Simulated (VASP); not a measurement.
Consider the following.

```xyz
1
Lattice="-1.3821 1.3821 1.3821 1.3821 -1.3821 1.3821 1.3821 1.3821 -1.3821" Properties=species:S:1:pos:R:3 pbc="T T T"
Ni     0.0000     0.0000     0.0000
```
Starting moments (μB, in the order of the record's atoms Ni): 0.7.

All values below come from r2SCAN meta-GGA, VASP's PBE PAW potentials (set 64) (plane waves; VASP). Numerical set-up: 400 eV cut-off, 21×21×21 Γ-centred mesh, tetrahedra with Blöchl corrections, potentials Ni.

Q: Give the spin-up energies of bands 1 to 6 at the high-symmetry points, in eV from the Fermi level.

A: 
```tsv
band	Γ	H	N	P
1	-9.43	-4.64	-5.08	-3.58
2	-2.70	-4.64	-3.67	-3.58
3	-2.70	-0.58	-1.23	-3.58
4	-2.70	-0.58	-0.96	-0.93
5	-1.13	-0.58	-0.35	-0.93
6	-1.13	10.42	0.22	8.55
```

Q: Give the spin-down energies of bands 1 to 6 at the high-symmetry points, in eV from the Fermi level.

A: 
| band | Γ | H | N | P |
|---|---|---|---|---|
| 1 | -9.61 | -4.30 | -4.58 | -2.78 |
| 2 | -1.58 | -4.30 | -2.66 | -2.78 |
| 3 | -1.58 | 0.69 | -0.46 | -2.78 |
| 4 | -1.58 | 0.69 | -0.36 | -0.33 |
| 5 | -0.55 | 0.69 | 0.05 | -0.33 |
| 6 | -0.55 | 10.44 | 0.94 | 8.86 |

It has no gap at this level: it comes out as a metal or semimetal.

The structure was generated: Ni was put into the bcc type (Im-3m), which need not be its known phase. It was relaxed first.
